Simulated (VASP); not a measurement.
Consider the following.

```
Si
1.0
    0.00000     2.67491     2.67491
    2.67491     0.00000     2.67491
    2.67491     2.67491     0.00000
Si
2
Direct
  0.00000   0.00000   0.00000
  0.25000   0.25000   0.25000
```

All values below come from PBEsol GGA, VASP's PBE PAW potentials (set 64) (plane waves; VASP). Numerical set-up: 500 eV cut-off, 9×9×9 Γ-centred mesh, Gaussian smearing of 0.050 eV, potentials Si.

What does the run give for the energy per atom (σ→0), pressure?

```
Quantity                       Result
---------------------  --------------
energy per atom (σ→0)  -5732 meV/atom
pressure                    49.6 kbar
```

The absolute energy has meaning only against runs of the same code, potentials and settings.

The compound is Si in the diamond structure. It was relaxed first under an external pressure of 5 GPa.
